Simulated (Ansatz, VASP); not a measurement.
# LiCaSc in two plane-wave programs

One calculation is typed for both programs; each brings its own data sets and cutoff. How far apart do they land? The cell is invented: other elements were put on sites of a known structure type. It may not be a known or stable phase. The cell is taken from a series of VASP runs on this material, whose earlier steps may have relaxed, scaled or displaced it; both programs get it as it stands.

Program: Ansatz 0.2.0. Level of theory: plane waves, with VASP 6.6.1 beside it; single point at PBE. Results are calculated unless marked as measured.

**1. The structure**

Symmetry: P-6m2, No. 187, hexagonal system. The conventional cell has a = 5.619 Å, b = 5.619 Å, c = 3.084 Å, α = 90.00°, β = 90.00°, γ = 120.00°. Li has 2 Li at 3.08 Å nearest. Nearest to Ca lie 2 Ca at 3.08 Å and 3 Sc at 3.24 Å. Nearest to Sc lie 2 Sc at 3.08 Å and 3 Ca at 3.24 Å. Farther neighbours are not listed.

Structure file:

```xyz
3
Lattice="5.6190 0.0000 0.0000 -2.8095 4.8662 0.0000 0.0000 0.0000 3.0842" Properties=species:S:1:pos:R:3 pbc="T T T"
Li    0.0000    0.0000    0.0000
Ca    0.0000    3.2441    1.5421
Sc    2.8095    1.6221    1.5421
```

**2. VASP: single point, PBE**

A single point gives forces, pressure and levels at one fixed geometry, so differences don't come from the geometry; what else differs is listed under the comparison.

Lines of VASP's logs that name or quote its potential files are left out, and so is its time.

INCAR reads:

```
SYSTEM = LiCaSc
PREC = Accurate
ENCUT = 650
EDIFF = 1E-06
NELM = 100
ISMEAR = -1
SIGMA = 0.05
LREAL = .FALSE.
ALGO = Normal
GGA = PE
NBANDS = 18
LORBIT = 11
LWAVE = .FALSE.
LCHARG = .FALSE.
ISIF = 2
```

POSCAR reads:

```
LiCaSc
1.0
    5.6189759647      0.0000000000      0.0000000000
   -2.8094879824      4.8661759296      0.0000000000
    0.0000000000      0.0000000000      3.0841869358
Li Ca Sc
1 1 1
Direct
    0.0000000000      0.0000000000      0.0000000000
    0.3333333300      0.6666666700      0.5000000000
    0.6666666700      0.3333333300      0.5000000000
```

KPOINTS reads:

```
Automatic mesh
0
Gamma
4 4 6
0 0 0
```

PAW data sets: Li_sv, Ca_sv and Sc_sv (PBE family, release 64).

On the command line:

```
mpirun -np 1 vasp_std
```

Numbers of over 12 decimals in the logs are rounded to 6 here.

What it wrote:

```text
[banner, memory and clock lines left out]
running    1 mpi-ranks, on    1 nodes
 distrk:  each k-point on    1 cores,    1 groups
 distr:  one band on    1 cores,    1 groups

 POSCAR found type information on POSCAR LiCaSc
 POSCAR found :  3 types and       3 ions
 LDA part: xc-table for (Slater+PW92), standard interpolation
 POSCAR, INCAR and KPOINTS ok, starting setup
 FFT: planning ... GRIDC
 FFT: planning ... GRID_SOFT
 FFT: planning ... GRID
 WAVECAR not read
 entering main loop
       N       E                     dE             d eps       ncg     rms          rms(c)
DAV:   1     0.301195158117E+03    0.30120E+03   -0.12294E+04   576   0.149E+03
DAV:   2     0.657915622140E+01   -0.29462E+03   -0.29110E+03   640   0.448E+02
DAV:   3    -0.943582933218E+01   -0.16015E+02   -0.15789E+02  1070   0.111E+02
DAV:   4    -0.107241662569E+02   -0.12883E+01   -0.12844E+01   904   0.227E+01
DAV:   5    -0.108108837069E+02   -0.86717E-01   -0.86647E-01  1008   0.521E+00    0.612E+00
DAV:   6    -0.928515740387E+01    0.15257E+01   -0.15658E+01   888   0.203E+01    0.425E+00
DAV:   7    -0.902143499879E+01    0.26372E+00   -0.36328E+00   912   0.113E+01    0.201E+00
DAV:   8    -0.896981925328E+01    0.51616E-01   -0.76207E-01   870   0.601E+00    0.111E+00
DAV:   9    -0.894803098436E+01    0.21788E-01   -0.32439E-01   876   0.350E+00    0.486E-01
DAV:  10    -0.894171215953E+01    0.63188E-02   -0.46509E-02   880   0.134E+00    0.141E-01
DAV:  11    -0.894167215720E+01    0.40002E-04   -0.43275E-03  1004   0.538E-01    0.694E-02
DAV:  12    -0.894156793727E+01    0.10422E-03   -0.57792E-04   784   0.174E-01    0.131E-02
DAV:  13    -0.894156691764E+01    0.10196E-05   -0.35640E-05  1030   0.417E-02    0.298E-03
DAV:  14    -0.894156643577E+01    0.48187E-06   -0.17609E-06   600   0.969E-03
   1 F= -.89415664E+01 E0= -.89189216E+01  d E =-.452897E-01
```

OUTCAR, selected parts (step 2):

```text
ion  position               nearest neighbor table
   1  0.000  0.000  0.000-
   2  0.333  0.667  0.500-   3 3.24   3 3.24   3 3.24
   3  0.667  0.333  0.500-   2 3.24   2 3.24   2 3.24

  LATTYP: Found a hexagonal cell.
 ALAT       =     5.6189759647
 C/A-ratio  =     0.5488877253

 Subroutine GETGRP returns: Found 12 space group operations
 (whereof 12 operations were pure point group operations)

The static configuration has the point symmetry D_3h.

 Found     16 irreducible k-points:

   k-points           NKPTS =     16   k-points in BZ     NKDIM =     16   number of bands    NBANDS=     18

   dimension x,y,z NGX =    48 NGY =   48 NGZ =   28
   dimension x,y,z NGXF=    96 NGYF=   96 NGZF=   56

   ENCUT  =  650.0 eV  47.77 Ry    6.91 a.u.  11.68 11.68  6.41*2*pi/ulx,y,z

   NELECT =      24.0000    total number of electrons

 k-points in reciprocal lattice and weights: Automatic mesh
   0.00000000  0.00000000  0.00000000       0.010
   0.25000000  0.00000000  0.00000000       0.062
   0.50000000  0.00000000  0.00000000       0.031
   0.25000000  0.25000000  0.00000000       0.062
   0.00000000  0.00000000  0.16666667       0.021
   0.25000000  0.00000000  0.16666667       0.125
   0.50000000  0.00000000  0.16666667       0.062
   0.25000000  0.25000000  0.16666667       0.125
   0.00000000  0.00000000  0.33333333       0.021
[...]
0.50000000  0.00000000  0.50000000       0.031
   0.25000000  0.25000000  0.50000000       0.062

 average (electrostatic) potential at core
       1 -63.0177       2 -48.1342       3 -49.4915

 E-fermi :   2.1362

 k-point     1 :       0.0000    0.0000    0.0000
  band No.  band energies     occupation
    ...
      9     -20.0606      2.00000
     10      -2.0520      2.00000
     11       1.9271      1.96993
     12       1.9271      1.96993
     13       1.9828      1.91108
     14       2.7843      0.00000
     15       2.7843      0.00000
     16       3.0400      0.00000
     17       4.6790      0.00000
     18       4.6790      0.00000

 k-point     2 :       0.2500    0.0000    0.0000
  band No.  band energies     occupation
    ...
      9     -20.0606      2.00000
     10      -1.6495      2.00000
     11       1.1241      2.00000
     12       1.7231      1.99948
     13       2.0902      1.43033
     14       2.4695      0.00255
     15       2.7083      0.00002
     16       3.3240      0.00000
     17       4.6646      0.00000
     18       4.6794      0.00000

 k-point     3 :       0.5000    0.0000    0.0000
  band No.  band energies     occupation
    ...
      8     -20.3491      2.00000
      9     -20.0607      2.00000
     10      -0.7993      2.00000
     11      -0.0931      2.00000
     12       1.4386      2.00000
     13       2.2833      0.10032
     14       2.4792      0.00210
     15       2.6391      0.00009
     16       3.4113      0.00000
     17       4.6506      0.00000
    ...

  Total       -0.0463140     -0.0463140      0.3526668      0.0000000     -0.0000000      0.0000000
  in kB       -0.8799083     -0.8799083      6.7002258      0.0000000     -0.0000000      0.0000000
  external PRESSURE =       1.6468031 kB  Pullay stress =       0.0000000 kB

  energy-cutoff  :      650.00
  volume of cell :       84.33
      direct lattice vectors                 reciprocal lattice vectors
     5.618975965  0.000000000  0.000000000     0.177968371  0.102750087  0.000000000
    -2.809487982  4.866175930  0.000000000     0.000000000  0.205500174  0.000000000
     0.000000000  0.000000000  3.084186936     0.000000000  0.000000000  0.324234562

 POSITION                                       TOTAL-FORCE (eV/Angst)
 -----------------------------------------------------------------------------------
      0.00000      0.00000      0.00000         0.000000      0.000000      0.000000
     -0.00000      3.24412      1.54209        -0.000000     -0.000000      0.000000
      2.80949      1.62206      1.54209         0.000000      0.000000      0.000000
 -----------------------------------------------------------------------------------
    total drift:                               -0.000008      0.000005      0.000000

  FREE ENERGIE OF THE ION-ELECTRON SYSTEM (eV)
  ---------------------------------------------------
  free  energy   TOTEN  =        -8.9415664358 eV

  energy  without entropy=       -8.8962767605  energy(sigma->0) =       -8.91892160

 total charge
# of ion       s       p       d       tot
------------------------------------------
    1        2.028   0.040   0.000   2.068
    2        2.090   5.831   0.259   8.180
    3        2.267   6.052   0.982   9.301
--------------------------------------------------
tot          6.386  11.923   1.241  19.550

[... 3 further parts left out ...]
```

The run ends at a pressure of 0.16 GPa.

**3. Ansatz: single point, PBE**

Ansatz runs on its default PAW (the set named soft_2) files.

The same cell, functional, mesh and smearing now go to Ansatz, which takes its cutoff from its data sets.

input.yaml reads:

```yaml
crystal:
  lattice:
    - [5.6189759647, 0.0, 0.0]
    - [-2.8094879824, 4.8661759296, 0.0]
    - [0.0, 0.0, 3.0841869358]
  atoms:
    - { symbol: Li, position: [0.0, 0.0, 0.0] }
    - { symbol: Ca, position: [0.33333333, 0.66666667, 0.5] }
    - { symbol: Sc, position: [0.66666667, 0.33333333, 0.5] }
hamiltonian:
  xc: pbe
  pseudopotentials: { kind: paw }
kpoints:
  mp_grid: { grid: [4, 4, 6] }
scf:
  occupations: { method: fermi_dirac, width: 0.05 }
  n_extra_bands: 4
output:
  forces: true
  stress: true
  eigenvalues: true
```

On the command line:

```
ansatz run input.yaml --threads 2 --pin off --max-ram 4608MiB --backend cpu --events-out ev --progress --plain --runs-dir out
```

What it wrote:

```text
scf.n_extra_bands = 4 over 12 filled bands (N_el = 24.0): the run solves 16 bands
Engine: ansatz 0.2.0, aarch64-unknown-linux-gnu
Pseudopotentials: kind: paw
Pseudopotential: Li, paw, valence charge 3, recommended cutoff 420 eV (normal), Li.paw.azcp
Pseudopotential: Ca, paw, valence charge 10, recommended cutoff 420 eV (normal), Ca.paw.azcp
Pseudopotential: Sc, paw, valence charge 11, recommended cutoff 420 eV (normal), Sc.paw.azcp
Functional definition: PBE
  parameter kappa = 0.804
  parameter beta = 0.066725
  exchange = pbe_x(kappa = kappa, mu = beta*pi^2/3)
  correlation = pbe_c(beta = beta)
Crystal: 3 atoms, lattice volume = 84.331 Å³
Basis set: ecut = 420 eV, 1643 PW (Γ), exchange–correlation on 80×80×48 points (8 copies of the dense FFT grid, shifted against one another)
Bands: 16, of which v1, the nominal top of the filled ones, is band 12 counted from 1 (11 counted from 0)
Symmetry: 12 space group operations
Space group: P-6m2 (ITA 187), of the structure as read, at distance tolerance 4.4e-5 Å
k-points: 16 of 96 (time reversal used)
Non-local potential: Li, projectors of the file, l = 0: 3, l = 1: 2, l = 2: 1
Non-local potential: Ca, projectors of the file, l = 0: 3, l = 1: 2, l = 2: 2
Non-local potential: Sc, projectors of the file, l = 0: 3, l = 1: 2, l = 2: 3, l = 3: 1
PAW form: soft (Blöchl's): semilocal exchange-correlation on the pseudo side does not see the compensation charge
PAW one-centre angular grid: Li, 110 points (default); XC on 64 Gauss nodes
PAW one-centre angular grid: Ca, 110 points (default); XC on 64 Gauss nodes
PAW one-centre angular grid: Sc, 590 points (default); XC on 64 Gauss nodes
Initial density: superposition of atomic densities (neutral atoms: chi_scale 0, normalization atom), corrected by the library's trained network
Initial wavefunctions: pseudopotential atomic-orbital guess
Functional: x = pbe(κ = 0.804, μ = 0.219515), c = pbe(β = 0.066725)
SCF iter   1: F=—  HF=-4156.217139 eV  |F-HF|=—  |Δ(HF+E_count)|=         —  Δρ=4.08e-3  dr2=2.96e-2  ethr=1.77e-3  ⟨swp⟩=5.9  Hψ=1494  notcnv=0
preconditioner: auto → none  [metal: Δε(μ)=0.036 eV  Ē_g=2.079 eV  σ=0.050 eV  W_gap=0.18  n_scr=8 (ndim 8)  ℏωp=9.9 eV  f_vac=0.000  D(μ)=5.80/eV (n_scr^D=68)  sad-step TF]
SCF iter   2: F=—  HF=-4156.215385 eV  |F-HF|=—  |Δ(HF+E_count)|=   1.75e-3  Δρ=2.41e-3  dr2=1.01e-2  ethr=1.23e-4  ⟨swp⟩=1.0  Hψ=384  notcnv=0
SCF iter   3: F=—  HF=-4156.215583 eV  |F-HF|=—  |Δ(HF+E_count)|=   1.98e-4  Δρ=1.44e-3  dr2=6.69e-3  ethr=4.20e-5  ⟨swp⟩=2.0  Hψ=357  notcnv=0
SCF iter   4: F=—  HF=-4156.214376 eV  |F-HF|=—  |Δ(HF+E_count)|=   1.21e-3  Δρ=3.45e-4  dr2=2.47e-4  ethr=2.79e-5  ⟨swp⟩=2.0  Hψ=343  notcnv=0
SCF iter   5: F=—  HF=-4156.214358 eV  |F-HF|=—  |Δ(HF+E_count)|=   1.88e-5  Δρ=1.05e-4  dr2=1.92e-5  ethr=1.03e-6  ⟨swp⟩=2.0  Hψ=306  notcnv=0
SCF iter   6: F=—  HF=-4156.214351 eV  |F-HF|=—  |Δ(HF+E_count)|=   6.44e-6  Δρ=3.21e-5  dr2=2.18e-6  ethr=7.99e-8  ⟨swp⟩=1.8  Hψ=291  notcnv=0
SCF iter   7: F=-4156.214351 eV  HF=-4156.214351 eV  |F-HF|=1.27e-9  |Δ(HF+E_count)|=   2.28e-7  Δρ=3.10e-6  dr2=8.41e-9  ethr=4.17e-10  ⟨swp⟩=3.1  Hψ=965  notcnv=0
SCF 1 converged in 7 iterations: F = -4156.214351 eV  dr2 = 8.41e-9
  greatest PAW one-centre occupation: 1.000 electrons in one spin orbital (limit 2), on the Li atom at site 0 (counted from 0), in its partial waves of l = 0
SCF converged after 7 iterations
Free energy (F): -4156.214351 eV
Harris-Foulkes:  -4156.214351 eV  (|F-HF|=1.27e-9)
Internal energy: -4156.169048 eV  (E = F + TS)
E sigma→0 (E₀):  -4156.191699 eV
Entropy (-TS):   -0.045303 eV (-15.101 meV/atom)
Fermi energy:    5.356209 eV
--- Per-component energies (eV) ---
  E_band       = -460.554177
  E_kinetic    = 557.959714
  E_local      = -2023.093020  (includes V_loc(G=0)·N_el)
  E_nonlocal   = 115.088649
  E_hartree    = 697.130111
  E_xc         = -249.958928
  E_vxc        = -311.044329  (∫ρ·V_xc dr)
  E_paw        = -1835.137104  (= ΣΔE_a)
  E_vpaw       = -193.725665  (= ΣTr[D̂ρ^β])
  E_aug_tail   = 0.000018  (compensation charges beyond the density's cutoff)
  E_ewald      = -1418.158486
  E_smearing   = -0.045303  (= −TS)
  E_closure    = -0.000000  (closes the sum)
  Σ components = -4156.214351   (vs F -4156.214351, Δ=0.00e0)
--- Forces (eV/Å), atoms counted from 1 ---
  atom   1  Li     0.00000000     0.00000000     0.00000000
  atom   2  Ca    -0.00000000     0.00000000     0.00000000
  atom   3  Sc    -0.00000000     0.00000000     0.00000000
  max |Σ_I F_I| component: 8.10e-18 eV/Å
--- Stress (GPa, compression-positive) ---
       -0.070565      -0.000000       0.000000
       -0.000000      -0.070565       0.000000
        0.000000       0.000000       0.672494
  P = ⅓ Tr σ = 0.1771 GPa (1.771 kbar)
--- Band table (eV; the first three rows and the last of 16) ---
  k-point 0: bands = [... 8 lower, -16.8497, 1.1704, 5.1494, 5.1494, 5.2033, 6.0037, 6.0037, 6.2613]
  k-point 1: bands = [... 8 lower, -17.0162, 1.6496, 5.3996, 5.3996, 5.6595, 5.8690, 5.8690, 6.9515]
  k-point 2: bands = [... 8 lower, -17.0794, 2.9229, 5.4478, 5.4478, 6.0334, 6.0334, 6.1423, 7.4922]
  k-point 15: bands = [... 8 lower, -17.0584, 4.6083, 4.9548, 5.3327, 5.4310, 5.9997, 6.5455, 7.2118]
```

The job ended after 1.6 s (2 threads of Arm Neoverse V2, shared host; peak memory 0.34 GiB).

The run ends at a pressure of 0.18 GPa.

**4. Comparison**

Known differences besides the potentials themselves: the cutoff is 420 eV in Ansatz and 650 eV in VASP; VASP leaves aspherical gradient terms in its spheres out (LASPH is not set), Ansatz keeps them. Total energies have different zeros and are not compared.

Compared:

| quantity | Ansatz | VASP | difference |
| --- | --- | --- | --- |
| pressure (GPa) | 0.18 | 0.16 | +0.01 |

Ansatz's pressure holds a Pulay correction of 0.01 GPa; VASP's holds none.

**5. Summary of results**

```json
{
  "difference in pressure (single point, PBE)": "0.012 GPa"
}
```

In words: The difference in pressure is 0.012 GPa (single point, PBE), within the 1 GPa picked in this series as the mark of a large difference. How closely two codes agree says nothing of how well the functional describes the real material.

[Lines on the potential files, build, host, timing and source positions are cut from VASP's logs without a mark.]

[Logs are printed without paths, hosts, clocks, repeated set-up lines and the standing remarks that a program may print on its own settings, such as how far it seeks lower states.]

[Hosts, paths, dates, database ids (printed as entryN), source tags and the programs' standing remarks are cut or masked in the printed files.]
